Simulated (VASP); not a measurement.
```xyz
1
Lattice="-1.6159 1.6159 2.4882 1.6159 -1.6159 2.4882 1.6159 1.6159 -2.4882" Properties=species:S:1:pos:R:3 pbc="T T T"
In     0.0000     0.0000     0.0000
```

Level of theory: PBE GGA with D3 dispersion (Becke-Johnson damping), VASP's PBE PAW potentials (set 64) (plane waves; VASP). Settings: 520 eV cut-off, 18×18×18 Γ-centred mesh, tetrahedra with Blöchl corrections, potentials In_d.

Unless said otherwise, spin-orbit coupling is left out, though it shifts the bands of the heavy elements here.

Question: What does the run give for the energy per atom (σ→0), band gap (on the k-mesh) with the smallest direct gap where there is one?

Answer: 
```yaml
band gap (on the k-mesh): none (metal, semimetal or under 0.01 eV)
energy per atom (σ→0): -2.890 eV/atom
```

Total energies compare only between runs with the same potentials, cut-off and functional.

The compound is In in the bct structure. It was relaxed first.
